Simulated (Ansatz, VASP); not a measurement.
# SnTe in two plane-wave programs

Wanted: the spread between two codes on one cell, functional and k mesh. The cell is taken from a series of runs on this material, whose earlier steps may have relaxed, scaled, displaced or heated it; both programs get it as it stands.

Calculated with Ansatz 0.2.0; plane waves, with VASP 6.6.1 beside it; zone-centre phonons at LDA.

## Step 1: Starting point

Symmetry: Fm-3m, No. 225, cubic system. The conventional cell has a = 6.236 Å, b = 6.236 Å, c = 6.236 Å, α = 90.00°, β = 90.00°, γ = 90.00°. Sn has 6 Te at 3.12 Å nearest. Nearest to Te lie 6 Sn at 3.12 Å. Farther neighbours and most contacts between anions are not listed.

As a file:

```xyz
2
Lattice="0.0000 3.1178 3.1178 3.1178 0.0000 3.1178 3.1178 3.1178 0.0000" Properties=species:S:1:pos:R:3 pbc="T T T"
Sn    0.0000    0.0000    0.0000
Te    3.1178    3.1178    3.1178
```

## Step 2: VASP: zone-centre phonons, LDA

Second derivatives magnify differences that forces hide, and they need a tight electronic threshold.

Lines of VASP's logs that name or quote its potential files are left out, and so is its time.

INCAR reads:

```
SYSTEM = SnTe
PREC = Accurate
ENCUT = 500
EDIFF = 1E-08
NELM = 120
ISMEAR = -1
SIGMA = 0.03
LREAL = .FALSE.
ALGO = Normal
GGA = CA
NELECT = 20.060617
NBANDS = 16
LORBIT = 11
LWAVE = .FALSE.
LCHARG = .FALSE.
ISIF = 2
IBRION = 8
LASPH = .TRUE.
GGA_COMPAT = .FALSE.
KPAR = 2
```

POSCAR reads:

```
SnTe
1.0
    0.0000000000      3.1178452224      3.1178452224
    3.1178452224      0.0000000000      3.1178452224
    3.1178452224      3.1178452224      0.0000000000
Sn Te
1 1
Direct
    0.0000000000      0.0000000000      0.0000000000
    0.5000000000      0.5000000000      0.5000000000
```

KPOINTS reads:

```
Automatic mesh
0
Gamma
24 24 24
0 0 0
```

Potentials, in the order of the species: Sn_d and Te (LDA family, release 64).

The run is started by

```console
mpirun -np 2 vasp_std
```

Numbers of over 12 decimals in the logs are rounded to 6 here.

The log of the run:

```text
[banner, memory and clock lines left out]
running    2 mpi-ranks, on    1 nodes
 distrk:  each k-point on    1 cores,    2 groups
 distr:  one band on    1 cores,    1 groups

 POSCAR found type information on POSCAR SnTe
 POSCAR found :  2 types and       2 ions
 LDA part: xc-table for (Slater(with rela. corr.)+CA(PZ))
 , standard interpolation
 POSCAR, INCAR and KPOINTS ok, starting setup
 FFT: planning ... GRIDC
 FFT: planning ... GRID_SOFT
 FFT: planning ... GRID
 WAVECAR not read
 entering main loop
       N       E                     dE             d eps       ncg     rms          rms(c)
DAV:   1     0.124036055149E+03    0.12404E+03   -0.94722E+03 13328   0.142E+03
DAV:   2     0.208046072683E+01   -0.12196E+03   -0.11934E+03 14392   0.351E+02
DAV:   3    -0.815728605488E+01   -0.10238E+02   -0.10188E+02 16800   0.892E+01
DAV:   4    -0.843265820993E+01   -0.27537E+00   -0.27530E+00 16024   0.159E+01
DAV:   5    -0.844480643491E+01   -0.12148E-01   -0.12148E-01 19856   0.308E+00BRMIX: very serious problems
 the old and the new charge density differ
 old charge density:    20.00000 new   20.06062
BRMIX: very serious problems
 the old and the new charge density differ
 old charge density:    20.00000 new   20.06062
    0.534E+00
DAV:   6    -0.839354189494E+01    0.51265E-01   -0.10832E-01 18784   0.226E+00    0.334E+00
DAV:   7    -0.838903179325E+01    0.45101E-02   -0.37653E-02 17576   0.108E+00    0.665E-01
DAV:   8    -0.838807963239E+01    0.95216E-03   -0.60311E-03 16864   0.630E-01    0.149E-01
DAV:   9    -0.838810510937E+01   -0.25477E-04   -0.42051E-04 17720   0.175E-01    0.511E-02
DAV:  10    -0.838809866605E+01    0.64433E-05   -0.30912E-05 17296   0.473E-02    0.256E-02
DAV:  11    -0.838809874959E+01   -0.83546E-07   -0.10505E-05 17792   0.287E-02    0.100E-02
DAV:  12    -0.838809862278E+01    0.12681E-06   -0.80501E-07 16736   0.771E-03    0.626E-03
DAV:  13    -0.838809859444E+01    0.28342E-07   -0.19043E-07 17976   0.370E-03    0.230E-03
DAV:  14    -0.838809859272E+01    0.17185E-08   -0.14688E-08 11640   0.141E-03
   1 F= -.83880986E+01 E0= -.83873284E+01  d E =-.154045E-02
 Linear response reoptimize wavefunctions to high precision
DAV:   1    -0.838809859291E+01   -0.18372E-09   -0.16746E-09 14208   0.471E-04
DAV:   2    -0.838809859293E+01   -0.22737E-10   -0.17161E-10  9032   0.122E-04
 Linear response DOF=           2
 Linear response progress:
  Degree of freedom:   1/  2
       N       E                     dE             d eps       ncg     rms          rms(c)
RMM:   1    -0.217596642315E+00   -0.21760E+00    0.35837E-01 41000   0.108E+01
RMM:   2    -0.222997197616E+00   -0.54006E-02   -0.12000E-02 60226   0.881E-01    0.843E-02
RMM:   3    -0.222854146849E+00    0.14305E-03   -0.93105E-04 66435   0.245E-01    0.445E-02
RMM:   4    -0.222598589757E+00    0.25556E-03   -0.86796E-05 66402   0.743E-02    0.822E-03
RMM:   5    -0.222599806429E+00   -0.12167E-05   -0.76606E-06 68505   0.226E-02    0.390E-03
RMM:   6    -0.222606394093E+00   -0.65877E-05   -0.12745E-06 67656   0.785E-03    0.125E-03
RMM:   7    -0.222606072172E+00    0.32192E-06   -0.31903E-07 69574   0.308E-03    0.779E-04
RMM:   8    -0.222603893209E+00    0.21790E-05    0.22128E-07 67833   0.134E-03    0.222E-04
RMM:   9    -0.222603622127E+00    0.27108E-06    0.33641E-07 71694   0.621E-04    0.208E-04
RMM:  10    -0.222603433808E+00    0.18832E-06    0.60067E-07 70788   0.307E-04    0.182E-04
RMM:  11    -0.222603521115E+00   -0.87307E-07    0.40985E-07 73727   0.164E-04    0.377E-04
RMM:  12    -0.222603165132E+00    0.35598E-06    0.21970E-07 66293   0.105E-04    0.112E-04
RMM:  13    -0.222603020052E+00    0.14508E-06    0.10854E-07 70496   0.624E-05    0.127E-05
RMM:  14    -0.222602980688E+00    0.39363E-07    0.47615E-08 73106   0.371E-05    0.889E-06
RMM:  15    -0.222602953922E+00    0.26766E-07    0.25178E-08 68552   0.262E-05    0.789E-06
RMM:  16    -0.222602951420E+00    0.25021E-08    0.94358E-09 64113   0.206E-05    0.278E-06
 first order change of Fermi-energy   0.20656E-03
 force on displaced ion       1 direction 1 :  -0.557   0.000   0.000
 Linear response progress:
  Degree of freedom:   2/  2
       N       E                     dE             d eps       ncg     rms          rms(c)
RMM:   1    -0.479728315261E-01   -0.47973E-01    0.64200E-02 73526   0.888E-01
RMM:   2    -0.483263217071E-01   -0.35349E-03   -0.20618E-03 64040   0.224E-01    0.675E-02
RMM:   3    -0.484666004429E-01   -0.14028E-03   -0.16898E-04 64989   0.660E-02    0.492E-02
RMM:   4    -0.486768542212E-01   -0.21025E-03   -0.25247E-05 64105   0.323E-02    0.632E-03
RMM:   5    -0.486866583658E-01   -0.98041E-05   -0.11368E-06 66256   0.791E-03    0.310E-03
RMM:   6    -0.486885690958E-01   -0.19107E-05   -0.92626E-08 64777   0.227E-03    0.779E-04
RMM:   7    -0.486865323262E-01    0.20368E-05    0.12704E-08 66756   0.504E-04    0.117E-04
RMM:   8    -0.486867172476E-01   -0.18492E-06   -0.20486E-07 64158   0.166E-04    0.368E-05
RMM:   9    -0.486867556900E-01   -0.38442E-07    0.21242E-07 69334   0.608E-05    0.157E-05
RMM:  10    -0.486867718929E-01   -0.16203E-07    0.43153E-07 70764   0.211E-05    0.345E-06
RMM:  11    -0.486867509885E-01    0.20904E-07    0.29567E-08 66894   0.106E-05    0.825E-07
RMM:  12    -0.486867532565E-01   -0.22679E-08    0.24299E-09 51213   0.788E-06    0.235E-07
 first order change of Fermi-energy  -0.19506E-03
 force on displaced ion       2 direction 1 :  -0.535   0.000   0.000
 Linear response finished
```

OUTCAR, selected parts (step 2):

```text
NELECT = 20.060617

 ion  position               nearest neighbor table
   1  0.000  0.000  0.000-   2 3.12   2 3.12   2 3.12   2 3.12   2 3.12   2 3.12
   2  0.500  0.500  0.500-   1 3.12   1 3.12   1 3.12   1 3.12   1 3.12   1 3.12

  LATTYP: Found a face centered cubic cell.
 ALAT       =     6.2356904448

 Subroutine GETGRP returns: Found 48 space group operations
 (whereof 48 operations were pure point group operations)

The static configuration has the point symmetry O_h .

 Found    413 irreducible k-points:

   k-points           NKPTS =    413   k-points in BZ     NKDIM =    413   number of bands    NBANDS=     16

   dimension x,y,z NGX =    32 NGY =   32 NGZ =   32
   dimension x,y,z NGXF=    64 NGYF=   64 NGZF=   64

   ENCUT  =  500.0 eV  36.75 Ry    6.06 a.u.   8.04  8.04  8.04*2*pi/ulx,y,z

 k-points in reciprocal lattice and weights: Automatic mesh
   0.00000000  0.00000000  0.00000000       0.000
   0.04166667  0.00000000  0.00000000       0.001
   0.08333333  0.00000000  0.00000000       0.001
   0.12500000  0.00000000  0.00000000       0.001
   0.16666667  0.00000000  0.00000000       0.001
   0.20833333  0.00000000  0.00000000       0.001
   0.25000000  0.00000000  0.00000000       0.001
   0.29166667  0.00000000  0.00000000       0.001
   0.33333333  0.00000000  0.00000000       0.001
[...]
-0.29166667  0.50000000  0.20833333       0.001
  -0.25000000  0.50000000  0.25000000       0.000

 average (electrostatic) potential at core
       1-100.0100       2 -88.3947

  Total        0.7801351      0.7801351      0.7801351      0.0000000     -0.0000000      0.0000000
  in kB       20.6199082     20.6199082     20.6199082      0.0000000     -0.0000000      0.0000000
  external PRESSURE =      20.6199082 kB  Pullay stress =       0.0000000 kB

  energy-cutoff  :      500.00
  volume of cell :       60.62
      direct lattice vectors                 reciprocal lattice vectors
     0.000000000  3.117845222  3.117845222    -0.160367165  0.160367165  0.160367165
     3.117845222  0.000000000  3.117845222     0.160367165 -0.160367165  0.160367165
     3.117845222  3.117845222  0.000000000     0.160367165  0.160367165 -0.160367165

 POSITION                                       TOTAL-FORCE (eV/Angst)
 -----------------------------------------------------------------------------------
      0.00000      0.00000      0.00000         0.000000      0.000000     -0.000000
      3.11785      3.11785      3.11785         0.000000      0.000000      0.000000
 -----------------------------------------------------------------------------------
    total drift:                                0.000000     -0.000000     -0.000000

 Eigenvectors and eigenvalues of the dynamical matrix
 ----------------------------------------------------

   1 f  =    1.473639 THz     9.259149 2PiTHz   49.155319 cm-1     6.094480 meV
             X         Y         Z           dx          dy          dz
      0.000000  0.000000  0.000000     0.000000    0.726726    0.000000
      3.117845  3.117845  3.117845     0.000000   -0.686928    0.000000

   2 f  =    1.473639 THz     9.259149 2PiTHz   49.155319 cm-1     6.094480 meV
             X         Y         Z           dx          dy          dz
      0.000000  0.000000  0.000000     0.726726    0.000000    0.000000
      3.117845  3.117845  3.117845    -0.686928    0.000000    0.000000

   3 f  =    1.473639 THz     9.259149 2PiTHz   49.155319 cm-1     6.094480 meV
             X         Y         Z           dx          dy          dz
      0.000000  0.000000  0.000000     0.000000    0.000000    0.726726
      3.117845  3.117845  3.117845     0.000000    0.000000   -0.686928

   4 f/i=    0.014877 THz     0.093473 2PiTHz    0.496231 cm-1     0.061525 meV
             X         Y         Z           dx          dy          dz
      0.000000  0.000000  0.000000    -0.686928    0.000000    0.000000
      3.117845  3.117845  3.117845    -0.726726    0.000000    0.000000

   5 f/i=    0.014877 THz     0.093473 2PiTHz    0.496231 cm-1     0.061525 meV
             X         Y         Z           dx          dy          dz
      0.000000  0.000000  0.000000     0.000000   -0.686928    0.000000
      3.117845  3.117845  3.117845     0.000000   -0.726726    0.000000

   6 f/i=    0.014877 THz     0.093473 2PiTHz    0.496231 cm-1     0.061525 meV
             X         Y         Z           dx          dy          dz
      0.000000  0.000000  0.000000     0.000000    0.000000   -0.686928
      3.117845  3.117845  3.117845     0.000000    0.000000   -0.726726

 ELASTIC MODULI CONTR FROM IONIC RELAXATION (kBar)
 Direction    XX          YY          ZZ          XY          YZ          ZX
 --------------------------------------------------------------------------------
 XX           0.0000      0.0000      0.0000      0.0000      0.0000      0.0000
 YY           0.0000      0.0000      0.0000      0.0000      0.0000      0.0000
 ZZ           0.0000      0.0000      0.0000      0.0000      0.0000      0.0000
 XY           0.0000      0.0000      0.0000      0.0000      0.0000      0.0000
 YZ           0.0000      0.0000      0.0000      0.0000      0.0000      0.0000
 ZX           0.0000      0.0000      0.0000      0.0000      0.0000      0.0000
 --------------------------------------------------------------------------------
```

The cell is charged against a uniform background.

## Step 3: Ansatz: zone-centre phonons, LDA

Ansatz runs on its PAW soft_1 files.

The same cell, functional (in two slightly different forms), mesh and smearing now go to Ansatz, which takes its cutoff from its data sets.

input.yaml reads:

```yaml
crystal:
  lattice:
    - [0.0, 3.1178452224, 3.1178452224]
    - [3.1178452224, 0.0, 3.1178452224]
    - [3.1178452224, 3.1178452224, 0.0]
  atoms:
    - { symbol: Sn, position: [0.0, 0.0, 0.0] }
    - { symbol: Te, position: [0.5, 0.5, 0.5] }
total_charge: -0.060617
kpoints:
  mp_grid: { grid: [24, 24, 24] }
hamiltonian:
  xc: lda
  pseudopotentials: { kind: paw, azcp: { folder: soft_1 }, xc_functional: pbe }
scf:
  occupations: { method: fermi_dirac, width: 0.03 }
output:
  eigenvalues: true
phonons:
  method: dfpt
```

The run is started by

```console
ansatz run input.yaml --threads 8 --pin off --max-ram 16384MiB --backend cpu --events-out ev --progress --plain --runs-dir out
```

The log of the run:

```text
Engine: ansatz 0.2.0, x86_64-unknown-linux-gnu
Pseudopotentials: kind: paw
Pseudopotential: Sn, paw, valence charge 14, recommended cutoff 420 eV (normal), soft_1/Sn.paw.azcp
Pseudopotential: Te, paw, valence charge 16, recommended cutoff 420 eV (normal), soft_1/Te.paw.azcp
Functional definition: SPW92
  exchange = slater_x
  correlation = pw_c
Crystal: 2 atoms, lattice volume = 60.617 Å³
Basis set: ecut = 420 eV, 1243 PW (Γ), exchange–correlation on 60×60×60 points (8 copies of the dense FFT grid, shifted against one another)
Bands: 20, of which v1, the nominal top of the filled ones, is band 15 counted from 1 (14 counted from 0)
Symmetry: 48 space group operations
k-points: 1063 of 13824 (irreducible under 8 space group operations, time reversal used)
Non-local potential: Sn, projectors of the file, l = 0: 2, l = 1: 2, l = 2: 2, l = 3: 1
Non-local potential: Te, projectors of the file, l = 0: 2, l = 1: 2, l = 2: 2, l = 3: 1
PAW form: soft (Blöchl's): semilocal exchange-correlation on the pseudo side does not see the compensation charge
PAW frozen core: Sn, regenerated for the run's functional, and the local potential with it (the file was generated under x = pbe(κ = 0.804, μ = 0.219515), c = pbe(β = 0.066725))
PAW frozen core: Te, regenerated for the run's functional, and the local potential with it (the file was generated under x = pbe(κ = 0.804, μ = 0.219515), c = pbe(β = 0.066725))
PAW one-centre angular grid: Sn, 590 points (default); XC on 64 Gauss nodes
PAW one-centre angular grid: Te, 590 points (default); XC on 64 Gauss nodes
Initial density: superposition of atomic densities (chi_scale 0.1, normalization cell, long waves kept (reshape's long-wave potential 0.00 eV rms))
Initial wavefunctions: pseudopotential atomic-orbital guess
Functional: x = slater, c = lda
SCF iter   1: F=—  HF=-12706.825788 eV  |F-HF|=—  |Δ(HF+E_count)|=         —  Δρ=1.25e-2  dr2=8.23e-2  ethr=3.10e-3  ⟨swp⟩=8.2  Hψ=130471  notcnv=0
preconditioner: auto → Kerker (q_TF=auto, 2.427 Å⁻¹)  [metal: Δε(μ)=0.017 eV  Ē_g=9.641 eV  σ=0.030 eV  W_gap=0.14  n_scr=14 (ndim 8)  ℏωp=15.1 eV  f_vac=0.000  D(μ)=0.49/eV (n_scr^D=0)]
SCF iter   2: F=—  HF=-12706.806929 eV  |F-HF|=—  |Δ(HF+E_count)|=   1.89e-2  Δρ=7.31e-3  dr2=3.19e-2  ethr=2.74e-4  ⟨swp⟩=3.2  Hψ=49175  notcnv=0  defer=591
SCF iter   3: F=—  HF=-12706.801819 eV  |F-HF|=—  |Δ(HF+E_count)|=   5.11e-3  Δρ=1.94e-3  dr2=2.94e-3  ethr=1.06e-4  ⟨swp⟩=3.0  Hψ=41126  notcnv=0  defer=591
SCF iter   4: F=—  HF=-12706.801569 eV  |F-HF|=—  |Δ(HF+E_count)|=   2.51e-4  Δρ=3.75e-4  dr2=1.25e-4  ethr=9.77e-6  ⟨swp⟩=1.1  Hψ=20904  notcnv=0  defer=591
SCF iter   5: F=—  HF=-12706.801609 eV  |F-HF|=—  |Δ(HF+E_count)|=   4.03e-5  Δρ=1.16e-4  dr2=1.41e-5  ethr=4.16e-7  ⟨swp⟩=2.4  Hψ=30290  notcnv=0  defer=591
SCF iter   6: F=—  HF=-12706.801610 eV  |F-HF|=—  |Δ(HF+E_count)|=   9.74e-7  Δρ=2.56e-5  dr2=5.25e-7  ethr=4.69e-8  ⟨swp⟩=2.6  Hψ=30344  notcnv=0  defer=591
SCF iter   7: F=—  HF=-12706.801610 eV  |F-HF|=—  |Δ(HF+E_count)|=   2.69e-7  Δρ=7.94e-6  dr2=4.47e-8  ethr=1.75e-9  ⟨swp⟩=2.0  Hψ=31493  notcnv=0  defer=591
SCF iter   8: F=—  HF=-12706.801610 eV  |F-HF|=—  |Δ(HF+E_count)|=   1.27e-8  Δρ=2.10e-6  dr2=3.37e-9  ethr=1.49e-10  ⟨swp⟩=2.0  Hψ=36785  notcnv=0  defer=591
SCF iter   9: F=—  HF=-12706.801610 eV  |F-HF|=—  |Δ(HF+E_count)|=   1.61e-9  Δρ=3.32e-7  dr2=8.40e-11  ethr=1.12e-11  ⟨swp⟩=2.0  Hψ=36669  notcnv=0  defer=591
SCF iter  10: F=-12706.801610 eV  HF=-12706.801610 eV  |F-HF|=0.00e0  |Δ(HF+E_count)|=  1.46e-11  Δρ=9.57e-8  dr2=5.94e-12  ethr=1.00e-12  ⟨swp⟩=10.4  Hψ=127515  notcnv=0
SCF 1 converged in 10 iterations: F = -12706.801610 eV  dr2 = 5.94e-12
  greatest PAW one-centre occupation: 0.999 electrons in one spin orbital (limit 2), on the Te atom at site 1 (counted from 0), in its partial waves of l = 2
DFPT response loops at Γ: preconditioner auto → Kerker (q_TF=auto, 2.427 Å⁻¹) (partly filled bands, converged f_vac=0.003); β = 1.00, the filter's whole step (`scf.mixing.beta` (0.50) is not read by the response loops under this deck's `scf.mixing.preconditioner`; to damp them name `kerker` or `kerker_dos`, under which they read `scf.mixing.beta`, and type it under 1.00, their step now; both keys bind the ground state too); Broyden in place of MSR1
SCF converged after 10 iterations
Free energy (F): -12706.801610 eV
Harris-Foulkes:  -12706.801610 eV  (|F-HF|=0.00e0)
Internal energy: -12706.800110 eV  (E = F + TS)
E sigma→0 (E₀):  -12706.800860 eV
Entropy (-TS):   -0.001500 eV (-0.750 meV/atom)
Fermi energy:    10.127742 eV
--- Per-component energies (eV) ---
  E_band       = -347.773344
  E_kinetic    = 342.676371
  E_local      = -2644.048546  (includes V_loc(G=0)·N_el)
  E_nonlocal   = 221.551540
  E_hartree    = 1319.704154
  E_xc         = -248.283798
  E_vxc        = -185.195811  (∫ρ·V_xc dr)
  E_paw        = -8743.044633  (= ΣΔE_a)
  E_vpaw       = -722.165562  (= ΣTr[D̂ρ^β])
  E_aug_tail   = 0.000349  (compensation charges beyond the density's cutoff)
  E_ewald      = -2956.459081
  E_core_change = 1.103533  (= ΣΔE_core)
  E_smearing   = -0.001500  (= −TS)
  E_closure    = -0.000000  (closes the sum)
  E_deformation_potential = -0.899426  (in the stress; not in F)
  Σ components = -12706.801610   (vs F -12706.801610, Δ=0.00e0)
--- Band table (eV; the first three rows and the last of 1063) ---
  k-point 0: bands = [... 11 lower, 5.1273, 7.6361, 7.6361, 7.6361, 13.2001, 13.2001, 13.2001, 14.6101, ... 1 higher]
  k-point 1: bands = [... 11 lower, 5.0241, 7.6386, 7.6386, 7.7141, 13.1042, 13.1042, 13.1077, 14.5815, ... 1 higher]
  k-point 2: bands = [... 11 lower, 4.7506, 7.6464, 7.6464, 7.9121, 12.8522, 12.8522, 12.8643, 14.5286, ... 1 higher]
  k-point 1062: bands = [... 11 lower, 2.2922, 4.8318, 4.8318, 9.0230, 10.6476, 14.4661, 14.4661, 15.9913, ... 1 higher]
--- Phonons (Γ-DFPT): 2 representative perturbations + reference, on 1063 of 13824 k-points (Σ response iterations 6) ---
  k mesh reduced under 8 symmetry operations, with k and −k counted as one. Each operation leaves every solved perturbation unchanged. A smaller set is not used because it would not reduce the number of displacements times k-points to solve
  ASR residual: 8.616e-5 → 0.000e0 eV/Å²; symmetrization residual: 1.592e-6 eV/Å²
  ASR residual per site (eV/Å²): 4.48e-6 8.62e-5
  Γ frequencies (cm⁻¹): 0.00 0.00 0.00 45.13 45.13 45.13
  non-analytic LO–TO correction: not included (Born effective charges unavailable; polar crystals: no LO–TO splitting at Γ)
```

## Step 4: Differences

Known differences besides the potentials themselves: the two LDA forms differ slightly; the cutoff is 420 eV in Ansatz and 500 eV in VASP; VASP's log shows a relativistic correction to its local exchange, Ansatz's none. Total energies have different zeros and are not compared.

Both answers:

```csv
quantity,Ansatz,VASP,difference
optical mode 1 to 3 (cm⁻¹),45.1,49.2,-4.0
```

Modes are paired by rising frequency, not by their patterns, so a pair may set unlike modes beside each other; they are those without the splitting of longitudinal modes. The cell carries a charge of -0.060617 e against a uniform background, so its pressure also hangs on how the neutralising background is counted, and in a defect's cell a gap may be the spacing between its levels.

## Step 5: Results

| Property | Result |
| --- | --- |
| r.m.s. difference of the optical zone-centre modes, each program's sorted by frequency (zone-centre phonons, LDA) | 4.0 cm⁻¹ |

The r.m.s. difference of the optical zone-centre modes, each program's sorted by frequency is 4.0 cm⁻¹ (zone-centre phonons, LDA). The data sets hold unlike numbers of valence electrons (30.0606 in Ansatz and 20.0606 in VASP), so part of the differences comes from the potentials. Such differences can come from data sets, numerical settings and the points named under the comparisons, not from the functional's error against experiment.

[Lines on the potential files, build, host, timing and source positions are cut from VASP's logs without a mark.]

[Logs are printed without paths, hosts, clocks, repeated set-up lines and the standing remarks that a program may print on its own settings, such as how far it seeks lower states.]

[Hosts, paths, dates, database ids (printed as entryN), source tags and the programs' standing remarks are cut or masked in the printed files.]
